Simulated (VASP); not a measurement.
Input of a VASP 6.6.1 run:

The input INCAR:

```
SYSTEM = MgZr2O3
ALGO = Normal
EDIFF = 1E-7
EDIFFG = -0.005
ENCUT = 520
GGA = PE
IBRION = 2
ISIF = 3
ISMEAR = 0
KPAR = 4
LASPH = .TRUE.
LCHARG = .FALSE.
LREAL = .FALSE.
LWAVE = .FALSE.
NELM = 120
NSW = 60
POTIM = 0.3
PREC = Accurate
SIGMA = 0.1
```

File KPOINTS:

```
k-points
0
G
  12 12 4
  0 0 0
```

POSCAR

```
MgZr2O3                                 
1.0
    3.0000592225      0.0000000000     -0.0000000000
   -1.5000296162      2.5981275068      0.0000000000
   -0.0000000000      0.0000000000      8.6976099992
  Mg              Zr              O             
     1     2     3
Direct
     0.0000000000000000    0.0000000000000000    0.0000000000000000
     0.6666666699999979    0.3333333300000021    0.6790631402150301
     0.3333333300000021    0.6666666699999979    0.3209368597849698
     0.3333333300000021    0.6666666699999979    0.8634562471038820
     0.6666666699999979    0.3333333300000021    0.1365437528961179
     0.0000000000000000    0.0000000000000000    0.5000000000000000
```

Potentials or basis: VASP PAW PBE potentials, release 64 (Mg, Zr_sv, O).

Launch:

```bash
$ cat potpaw_PBE.64/Mg/POTCAR potpaw_PBE.64/Zr_sv/POTCAR potpaw_PBE.64/O/POTCAR > POTCAR
$ mpirun -np 4 vasp_std > vasp.out
```

Predict the relaxed volume.

11.29 Å³/atom.

Predict the relaxed cell.

a = 2.999 Å, b = 2.999 Å, c = 8.696 Å, α = 90.00°, β = 90.00°, γ = 120.00°.

Predict the band gap on the k mesh.

none (metal or under the smearing width).

Final structure:
```
CELL_PARAMETERS angstrom
2.99950 0.00000 0.00000
-1.49975 2.59764 0.00000
0.00000 0.00000 8.69642
ATOMIC_POSITIONS crystal
Mg 0.00000 0.00000 0.00000
Zr 0.66667 0.33333 0.67909
Zr 0.33333 0.66667 0.32091
O 0.33333 0.66667 0.86342
O 0.66667 0.33333 0.13658
O 0.00000 0.00000 0.50000
```
